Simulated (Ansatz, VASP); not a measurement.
## KZnF3 in two plane-wave programs

Wanted: the spread between two codes on one cell, functional and k mesh. The cell is taken from a series of runs on this material, whose earlier steps may have relaxed, scaled, displaced or heated it; both programs get it as it stands.

Main program and level: Ansatz 0.2.0; plane waves, with VASP 6.6.1 beside it; dielectric response at PBE.

## Step 1: The structure

The structure is cubic, space group Pm-3m (No. 221). The conventional cell has a = 4.050 Å, b = 4.050 Å, c = 4.050 Å, α = 90.00°, β = 90.00°, γ = 90.00°. Nearest to Zn lie 6 F at 2.02 Å. K has 12 F at 2.86 Å nearest. F has 2 Zn at 2.02 Å and 4 K at 2.86 Å nearest. Farther neighbours and most contacts between anions are not listed.

## Step 2: VASP: dielectric response, PBE

The response to a field tests empty states and converges slowly with the mesh.

Lines of VASP's logs that name or quote its potential files are left out, and so is its time.

INCAR

```
SYSTEM = KZnF3
PREC = Accurate
ENCUT = 520
EDIFF = 1E-08
NELM = 120
ISMEAR = 0
SIGMA = 0.01
LREAL = .FALSE.
ALGO = Normal
GGA = PE
NBANDS = 27
LORBIT = 11
LWAVE = .FALSE.
LCHARG = .FALSE.
ISIF = 2
LEPSILON = .TRUE.
LASPH = .TRUE.
GGA_COMPAT = .FALSE.
EFERMI = MIDGAP
KPAR = 2
```

POSCAR

```
KZnF3
1.0
    4.0500000000      0.0000000000      0.0000000000
    0.0000000000      4.0500000000      0.0000000000
    0.0000000000      0.0000000000      4.0500000000
Zn K F
1 1 3
Direct
    0.5000000000      0.5000000000      0.5000000000
    0.0000000000      0.0000000000      0.0000000000
    0.5000000000      0.0000000000      0.5000000000
    0.0000000000      0.5000000000      0.5000000000
    0.5000000000      0.5000000000      0.0000000000
```

KPOINTS

```
Automatic mesh
0
Gamma
4 4 4
0 0 0
```

PAW data sets: Zn, K_sv and F (PBE family, release 64).

The run is started by

```console
$ mpirun -np 2 vasp_std
```

Numbers of over 12 decimals in the logs are rounded to 6 here.

What it wrote:

```text
[banner, memory and clock lines left out]
running    2 mpi-ranks, on    1 nodes
 distrk:  each k-point on    1 cores,    2 groups
 distr:  one band on    1 cores,    1 groups

 POSCAR found type information on POSCAR ZnK F
 POSCAR found :  3 types and       5 ions
 LDA part: xc-table for (Slater+PW92), standard interpolation
 POSCAR, INCAR and KPOINTS ok, starting setup
 FFT: planning ... GRIDC
 FFT: planning ... GRID_SOFT
 FFT: planning ... GRID
 WAVECAR not read
 entering main loop
       N       E                     dE             d eps       ncg     rms          rms(c)
DAV:   1     0.451271323205E+03    0.45127E+03   -0.22361E+04   540   0.186E+03
DAV:   2     0.181506572398E+02   -0.43312E+03   -0.41703E+03   604   0.474E+02
DAV:   3    -0.214634586615E+02   -0.39614E+02   -0.39417E+02   641   0.153E+02
DAV:   4    -0.224944840811E+02   -0.10310E+01   -0.10292E+01   824   0.223E+01
DAV:   5    -0.225086077516E+02   -0.14124E-01   -0.14112E-01   727   0.227E+00    0.115E+01
DAV:   6    -0.202288271954E+02    0.22798E+01   -0.71869E+00   788   0.368E+01    0.702E+00
DAV:   7    -0.202880736542E+02   -0.59246E-01   -0.14127E+00   591   0.766E+00    0.452E+00
DAV:   8    -0.203023514479E+02   -0.14278E-01   -0.50754E-01   720   0.137E+01    0.158E+00
DAV:   9    -0.202673824180E+02    0.34969E-01   -0.87776E-02   792   0.815E+00    0.564E-01
DAV:  10    -0.202648413454E+02    0.25411E-02   -0.67836E-02   764   0.586E+00    0.271E-01
DAV:  11    -0.202646742220E+02    0.16712E-03   -0.11286E-02   724   0.130E+00    0.965E-02
DAV:  12    -0.202647630399E+02   -0.88818E-04   -0.45765E-04   612   0.165E-01    0.975E-02
DAV:  13    -0.202647127589E+02    0.50281E-04   -0.69632E-04   655   0.931E-01    0.673E-02
DAV:  14    -0.202646684759E+02    0.44283E-04   -0.31103E-04   596   0.131E-01    0.189E-02
DAV:  15    -0.202646642960E+02    0.41800E-05   -0.20440E-05   708   0.116E-01    0.463E-03
DAV:  16    -0.202646642510E+02    0.44978E-07   -0.43625E-06   826   0.397E-02    0.129E-03
DAV:  17    -0.202646643076E+02   -0.56605E-07   -0.81064E-07   746   0.739E-03    0.117E-03
DAV:  18    -0.202646642553E+02    0.52272E-07   -0.16770E-07   786   0.103E-02    0.734E-04
DAV:  19    -0.202646642230E+02    0.32289E-07   -0.48554E-08   604   0.164E-03    0.118E-03
DAV:  20    -0.202646642252E+02   -0.22073E-08   -0.34518E-08   517   0.152E-03
   1 F= -.20264664E+02 E0= -.20264664E+02  d E =0.000000E+00
 Linear response reoptimize wavefunctions to high precision
DAV:   1    -0.202646642282E+02   -0.29877E-08   -0.50077E-09   459   0.944E-04
DAV:   2    -0.202646642283E+02   -0.61846E-10   -0.40813E-10   333   0.138E-04
 Linear response G [H, r] |phi>, progress :
  Direction:   1
       N       E                     dE             d eps       ncg     rms
RMM:   1    -0.126161522075E+03   -0.12616E+03    0.42229E+02   963   0.120E+02
RMM:   2    -0.126981508186E+03   -0.81999E+00   -0.10556E+01   865   0.277E+01
RMM:   3    -0.127416423598E+03   -0.43492E+00   -0.16115E+00   997   0.585E+00
RMM:   4    -0.127475764779E+03   -0.59341E-01   -0.32217E-01  1050   0.163E+00
RMM:   5    -0.127490645228E+03   -0.14880E-01   -0.93995E-02  1098   0.707E-01
RMM:   6    -0.127494407881E+03   -0.37627E-02   -0.29770E-02  1118   0.335E-01
RMM:   7    -0.127495563993E+03   -0.11561E-02   -0.10195E-02  1115   0.172E-01
RMM:   8    -0.127495914826E+03   -0.35083E-03   -0.43191E-03  1058   0.868E-02
RMM:   9    -0.127496000373E+03   -0.85547E-04   -0.60683E-04  1048   0.445E-02
RMM:  10    -0.127496020432E+03   -0.20059E-04   -0.71105E-04  1014   0.253E-02
RMM:  11    -0.127496026937E+03   -0.65049E-05    0.79388E-06   984   0.156E-02
RMM:  12    -0.127496028581E+03   -0.16439E-05    0.25056E-05   950   0.107E-02
RMM:  13    -0.127496029040E+03   -0.45918E-06   -0.22944E-04   952   0.837E-03
RMM:  14    -0.127496029135E+03   -0.95121E-07   -0.48306E-06   949   0.695E-03
RMM:  15    -0.127496029229E+03   -0.94425E-07   -0.22769E-04   953   0.621E-03
RMM:  16    -0.127496029213E+03    0.16689E-07   -0.14963E-05   953   0.579E-03
RMM:  17    -0.127496029157E+03    0.55592E-07    0.27505E-05   953   0.557E-03
RMM:  18    -0.127496029153E+03    0.41206E-08   -0.42616E-06   940   0.545E-03
RMM:  19    -0.127496029124E+03    0.29210E-07    0.24526E-06   939   0.538E-03
 Linear response G [H, r] |phi>, progress :
  Direction:   2
       N       E                     dE             d eps       ncg     rms
RMM:   1    -0.127441489155E+03   -0.12744E+03    0.45069E+02  1015   0.123E+02
RMM:   2    -0.128227851137E+03   -0.78636E+00   -0.86962E+00   841   0.328E+01
RMM:   3    -0.129132708420E+03   -0.90486E+00   -0.23219E+00  1032   0.738E+00
RMM:   4    -0.129207592372E+03   -0.74884E-01   -0.43990E-01  1083   0.201E+00
RMM:   5    -0.129229000510E+03   -0.21408E-01   -0.10942E-01  1120   0.828E-01
RMM:   6    -0.129233970730E+03   -0.49702E-02   -0.28643E-02  1156   0.383E-01
RMM:   7    -0.129235197614E+03   -0.12269E-02   -0.90753E-03  1155   0.194E-01
[...]
RMM:  17    -0.126611186128E+03   -0.46177E-05    0.21568E-04   987   0.623E-03
RMM:  18    -0.126611184333E+03    0.17952E-05    0.34358E-04   959   0.604E-03
RMM:  19    -0.126611183964E+03    0.36893E-06    0.36669E-04   952   0.594E-03
RMM:  20    -0.126611183842E+03    0.12207E-06    0.34996E-04   937   0.588E-03
[...]
RMM:   2    -0.256517526310E+00   -0.76026E-02   -0.21406E-02   978   0.972E-01
RMM:   3    -0.259072505706E+00   -0.25550E-02   -0.68292E-03  1074   0.259E-01
RMM:   4    -0.259505414120E+00   -0.43291E-03   -0.10300E-03  1053   0.854E-02
RMM:   5    -0.259587989705E+00   -0.82576E-04   -0.27434E-04  1041   0.377E-02
RMM:   6    -0.259603626811E+00   -0.15637E-04   -0.49647E-05  1006   0.164E-02
RMM:   7    -0.259606657703E+00   -0.30309E-05   -0.19350E-05   953   0.818E-03
RMM:   8    -0.259607434688E+00   -0.77699E-06   -0.34132E-06   895   0.412E-03
RMM:   9    -0.259607647515E+00   -0.21283E-06   -0.18174E-06   861   0.233E-03
RMM:  10    -0.259607709837E+00   -0.62322E-07    0.11977E-06   841   0.130E-03
RMM:  11    -0.259607724728E+00   -0.14891E-07   -0.12147E-06   827   0.834E-04
RMM:  12    -0.259607729546E+00   -0.48182E-08   -0.50428E-07   802   0.570E-04
RMM:  13    -0.259607731003E+00   -0.14564E-08   -0.54402E-08   786   0.460E-04
 change of polarisation eV/A/(eV/A) component  3 :    -0.016    -0.033     0.519
 dielectric tensor                  component  3 :    -0.044    -0.089     2.414
 Linear response to external field, progress :
  Direction:   1
       N       E                     dE             d eps       ncg     rms          rms(c)
RMM:   1    -0.254633727068E+00   -0.25463E+00   -0.51772E-01  1675   0.393E+00
RMM:   2    -0.262045716479E+00   -0.74120E-02   -0.21506E-02  1727   0.917E-01    0.836E-01
RMM:   3    -0.255156002694E+00    0.68897E-02   -0.17881E-02  1652   0.618E-01    0.445E-01
RMM:   4    -0.262775323325E+00   -0.76193E-02   -0.82201E-03  1667   0.506E-01    0.141E-01
RMM:   5    -0.268941672247E+00   -0.61663E-02   -0.20872E-03  1787   0.227E-01    0.255E-02
RMM:   6    -0.269288600472E+00   -0.34693E-03   -0.34737E-04  1850   0.639E-02    0.246E-02
RMM:   7    -0.269851764396E+00   -0.56316E-03   -0.77064E-05  1760   0.381E-02    0.138E-02
RMM:   8    -0.269768827539E+00    0.82937E-04   -0.33807E-05  1794   0.214E-02    0.101E-03
RMM:   9    -0.269800604988E+00   -0.31777E-04   -0.88229E-06  1959   0.855E-03    0.993E-04
RMM:  10    -0.269803309718E+00   -0.27047E-05   -0.20644E-06  1909   0.360E-03    0.654E-04
RMM:  11    -0.269804777479E+00   -0.14678E-05   -0.38413E-07  1887   0.197E-03    0.394E-04
RMM:  12    -0.269806934772E+00   -0.21573E-05    0.10516E-07  1809   0.110E-03    0.151E-04
RMM:  13    -0.269807333666E+00   -0.39889E-06   -0.17345E-07  1548   0.651E-04    0.521E-05
RMM:  14    -0.269807235965E+00    0.97701E-07    0.62034E-09  1527   0.461E-04    0.281E-05
RMM:  15    -0.269807385911E+00   -0.14995E-06    0.67560E-08  1375   0.356E-04    0.159E-05
RMM:  16    -0.269807334649E+00    0.51262E-07   -0.61173E-08  1282   0.306E-04    0.143E-05
RMM:  17    -0.269807387394E+00   -0.52745E-07   -0.35243E-08  1224   0.282E-04    0.226E-06
 change of polarisation eV/A/(eV/A) component  1 :     0.502    -0.041    -0.027
 dielectric tensor                  component  1 :     2.367    -0.112    -0.073
 Linear response to external field, progress :
  Direction:   2
       N       E                     dE             d eps       ncg     rms          rms(c)
RMM:   1    -0.254686777133E+00   -0.25469E+00   -0.51825E-01  1677   0.393E+00
RMM:   2    -0.262046220570E+00   -0.73594E-02   -0.21556E-02  1727   0.915E-01    0.836E-01
RMM:   3    -0.255155564413E+00    0.68907E-02   -0.17686E-02  1657   0.617E-01    0.445E-01
RMM:   4    -0.262778407197E+00   -0.76228E-02   -0.81629E-03  1667   0.506E-01    0.141E-01
RMM:   5    -0.268942731737E+00   -0.61643E-02   -0.20932E-03  1788   0.227E-01    0.255E-02
RMM:   6    -0.269288539883E+00   -0.34581E-03   -0.34543E-04  1851   0.637E-02    0.246E-02
RMM:   7    -0.269850389390E+00   -0.56185E-03   -0.78297E-05  1754   0.383E-02    0.143E-02
RMM:   8    -0.269768416191E+00    0.81973E-04   -0.44983E-05  1787   0.216E-02    0.107E-03
RMM:   9    -0.269800985232E+00   -0.32569E-04   -0.10754E-05  1969   0.864E-03    0.101E-03
RMM:  10    -0.269803504423E+00   -0.25192E-05   -0.14154E-06  1920   0.360E-03    0.716E-04
RMM:  11    -0.269804586935E+00   -0.10825E-05   -0.21776E-06  1890   0.199E-03    0.408E-04
RMM:  12    -0.269806935113E+00   -0.23482E-05   -0.13453E-07  1810   0.113E-03    0.156E-04
RMM:  13    -0.269807459597E+00   -0.52448E-06    0.18528E-07  1543   0.663E-04    0.561E-05
RMM:  14    -0.269807462221E+00   -0.26243E-08   -0.63553E-08  1536   0.464E-04    0.210E-05
 change of polarisation eV/A/(eV/A) component  2 :    -0.041     0.502    -0.027
 dielectric tensor                  component  2 :    -0.112     2.367    -0.073
 Linear response to external field, progress :
  Direction:   3
       N       E                     dE             d eps       ncg     rms          rms(c)
RMM:   1    -0.254424825934E+00   -0.25442E+00   -0.51563E-01  1665   0.392E+00
RMM:   2    -0.261995241832E+00   -0.75704E-02   -0.21221E-02  1715   0.912E-01    0.836E-01
RMM:   3    -0.255142906507E+00    0.68523E-02   -0.17435E-02  1652   0.614E-01    0.445E-01
RMM:   4    -0.262800220364E+00   -0.76573E-02   -0.83278E-03  1657   0.507E-01    0.141E-01
RMM:   5    -0.268943176063E+00   -0.61430E-02   -0.20809E-03  1775   0.226E-01    0.256E-02
RMM:   6    -0.269284939480E+00   -0.34176E-03   -0.32841E-04  1836   0.614E-02    0.248E-02
RMM:   7    -0.269842633134E+00   -0.55769E-03   -0.97118E-05  1738   0.375E-02    0.145E-02
RMM:   8    -0.269766155023E+00    0.76478E-04   -0.29677E-05  1778   0.214E-02    0.108E-03
RMM:   9    -0.269799999865E+00   -0.33845E-04   -0.12448E-05  1946   0.843E-03    0.110E-03
RMM:  10    -0.269803220260E+00   -0.32204E-05    0.15311E-06  1892   0.345E-03    0.720E-04
RMM:  11    -0.269803986074E+00   -0.76581E-06   -0.70981E-07  1869   0.190E-03    0.439E-04
RMM:  12    -0.269806874936E+00   -0.28889E-05   -0.49353E-07  1787   0.105E-03    0.142E-04
RMM:  13    -0.269807297633E+00   -0.42270E-06   -0.18245E-07  1524   0.624E-04    0.319E-05
RMM:  14    -0.269807439088E+00   -0.14145E-06    0.58909E-08  1485   0.437E-04    0.246E-05
RMM:  15    -0.269807522524E+00   -0.83436E-07    0.35690E-08  1361   0.341E-04    0.183E-05
RMM:  16    -0.269807477274E+00    0.45250E-07    0.12171E-08  1243   0.293E-04    0.166E-05
RMM:  17    -0.269807536431E+00   -0.59157E-07   -0.35643E-08  1195   0.272E-04    0.367E-06
 change of polarisation eV/A/(eV/A) component  3 :    -0.016    -0.052     0.502
 dielectric tensor                  component  3 :    -0.044    -0.142     2.367
 Born effective charges drift removed
```

Parts of OUTCAR (step 2):

```text
ion  position               nearest neighbor table
   1  0.500  0.500  0.500-   3 2.02   4 2.02   5 2.02   5 2.02   3 2.02   4 2.02
   2  0.000  0.000  0.000-
   3  0.500  0.000  0.500-   1 2.02   1 2.02
   4  0.000  0.500  0.500-   1 2.02   1 2.02
   5  0.500  0.500  0.000-   1 2.02   1 2.02

  LATTYP: Found a simple cubic cell.
 ALAT       =     4.0500000000

 Subroutine GETGRP returns: Found 48 space group operations
 (whereof 48 operations were pure point group operations)

The static configuration has the point symmetry O_h .

 Found     10 irreducible k-points:

   k-points           NKPTS =     10   k-points in BZ     NKDIM =     10   number of bands    NBANDS=     27

   dimension x,y,z NGX =    30 NGY =   30 NGZ =   30
   dimension x,y,z NGXF=    60 NGYF=   60 NGZF=   60

   ENCUT  =  520.0 eV  38.22 Ry    6.18 a.u.   7.53  7.53  7.53*2*pi/ulx,y,z

   NELECT =      42.0000    total number of electrons

 k-points in reciprocal lattice and weights: Automatic mesh
   0.00000000  0.00000000  0.00000000       0.016
   0.25000000  0.00000000  0.00000000       0.094
   0.50000000  0.00000000  0.00000000       0.047
   0.25000000  0.25000000  0.00000000       0.188
   0.50000000  0.25000000  0.00000000       0.188
   0.50000000  0.50000000  0.00000000       0.047
   0.25000000  0.25000000  0.25000000       0.125
   0.50000000  0.25000000  0.25000000       0.188
   0.50000000  0.50000000  0.25000000       0.094
   0.50000000  0.50000000  0.50000000       0.016

 average (electrostatic) potential at core
       1 -36.7585       2 -35.0818       3 -78.2294       4 -78.2294       5 -78.2294

  Total        2.0432734      2.0432734      2.0432734      0.0000000      0.0000000     -0.0000000
  in kB       49.2801460     49.2801460     49.2801460      0.0000000      0.0000000     -0.0000000
  external PRESSURE =      49.2801460 kB  Pullay stress =       0.0000000 kB

  energy-cutoff  :      520.00
  volume of cell :       66.43
      direct lattice vectors                 reciprocal lattice vectors
     4.050000000  0.000000000  0.000000000     0.246913580  0.000000000  0.000000000
     0.000000000  4.050000000  0.000000000     0.000000000  0.246913580  0.000000000
     0.000000000  0.000000000  4.050000000     0.000000000  0.000000000  0.246913580

 POSITION                                       TOTAL-FORCE (eV/Angst)
 -----------------------------------------------------------------------------------
      2.02500      2.02500      2.02500         0.000000      0.000000      0.000000
      0.00000      0.00000      0.00000         0.000000      0.000000      0.000000
      2.02500      0.00000      2.02500         0.000000      0.000000      0.000000
      0.00000      2.02500      2.02500         0.000000      0.000000      0.000000
      2.02500      2.02500      0.00000         0.000000      0.000000      0.000000
 -----------------------------------------------------------------------------------
    total drift:                                0.000000      0.000000     -0.000000

 MACROSCOPIC STATIC DIELECTRIC TENSOR (including local field effects in DFT)
 ------------------------------------------------------
           2.367151     0.000000    -0.000000
           0.000000     2.367151    -0.000000
           0.000000     0.000000     2.367151
 ------------------------------------------------------

 PIEZOELECTRIC TENSOR (including local field effects)  for field in x, y, z        (C/m^2)
          XX          YY          ZZ          XY          YZ          ZX
  --------------------------------------------------------------------------------
  x     0.00000     0.00000     0.00000     0.00000     0.00000     0.00000
  y     0.00000     0.00000     0.00000     0.00000     0.00000     0.00000
  z     0.00000     0.00000     0.00000     0.00000     0.00000     0.00000

 BORN EFFECTIVE CHARGES (including local field effects) (in |e|, cummulative output)
 ---------------------------------------------------------------------------------
 ion    1
    1     2.29686     0.00000     0.00000
    2     0.00000     2.29686    -0.00000
    3    -0.00000    -0.00000     2.29686
 ion    2
    1     1.19375    -0.00000     0.00000
    2     0.00000     1.19375    -0.00000
    3    -0.00000    -0.00000     1.19375
 ion    3
    1    -0.90179     0.00000    -0.00000
    2     0.00000    -1.68702    -0.00000
    3    -0.00000     0.00000    -0.90179
 ion    4
    1    -1.68702     0.00000    -0.00000
    2     0.00000    -0.90179    -0.00000
    3     0.00000    -0.00000    -0.90179
 ion    5
    1    -0.90179     0.00000     0.00000
    2    -0.00000    -0.90179     0.00000
    3     0.00000    -0.00000    -1.68702
```

The gap is read on the k-mesh alone, so it is an upper bound where the band edges lie off the mesh. Energies printed during the response cycles are not total energies of the cell.

[end of part 1 of 2]

[Lines on the potential files, build, host, timing and source positions are cut from VASP's logs without a mark.]

[Logs are printed without paths, hosts, clocks, repeated set-up lines and the standing remarks that a program may print on its own settings, such as how far it seeks lower states.]

[Hosts, paths, dates, database ids (printed as entryN), source tags and the programs' standing remarks are cut or masked in the printed files.]
